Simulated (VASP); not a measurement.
## Si: single point with LDA

Crystal: Si.

```xyz
2
Lattice="0.0000 2.4881 3.2345 2.4881 0.0000 3.2345 2.4881 2.4881 0.0000" Properties=species:S:1:pos:R:3 pbc="T T T"
Si    2.4881    2.4881    3.2345
Si    3.7321    3.7321    4.8518
```

This isn't the form of Si at room conditions, which is diamond.

```
Program                : VASP 6.6.1
Task                   : single point
Functional             : LDA
Potentials or basis    : VASP PAW LDA potentials, release 64 (Si)
Cutoff                 : 520 eV
k mesh                 : 10 × 10 × 10
Occupations            : gaussian, width 0.05 eV
Spin                   : no spin polarisation
Dipole correction      : no
Further INCAR settings : ALGO = Normal; EDIFF = 1e-06; NBANDS = 11
```

| Item | Value |
| --- | --- |
| Pressure | -3.3 GPa |
| Band gap on the k mesh | none (metal or under the smearing width) |

Stress tensor (GPa, compression positive):
```
  6.24   0.00   0.00
  0.00   6.24   0.00
  0.00   0.00 -22.37
```

Levels at points of the mesh, in eV from the Fermi level:
| k point | band 1 | band 2 | band 3 | band 4 | band 5 | band 6 | band 7 | band 8 |
| --- | --- | --- | --- | --- | --- | --- | --- | --- |
| (0.00, 0.00, 0.00) | -12.32 | -1.96 | 0.51 | 0.51 | 1.28 | 2.19 | 2.19 | 3.01 |
| (0.50, 0.00, 0.00) | -9.89 | -7.33 | -2.86 | -0.54 | -0.02 | 3.90 | 4.06 | 7.63 |
| (0.50, 0.50, 0.00) | -9.17 | -9.17 | -1.68 | -1.68 | 1.77 | 1.77 | 9.27 | 9.27 |
| (0.50, 0.00, 0.50) | -7.57 | -7.57 | -3.65 | -3.65 | -0.31 | -0.31 | 6.66 | 6.66 |

It took 20 s on 1 thread of AMD EPYC 9R45 (Zen 5), on a shared host, peak memory 0.13 GiB.
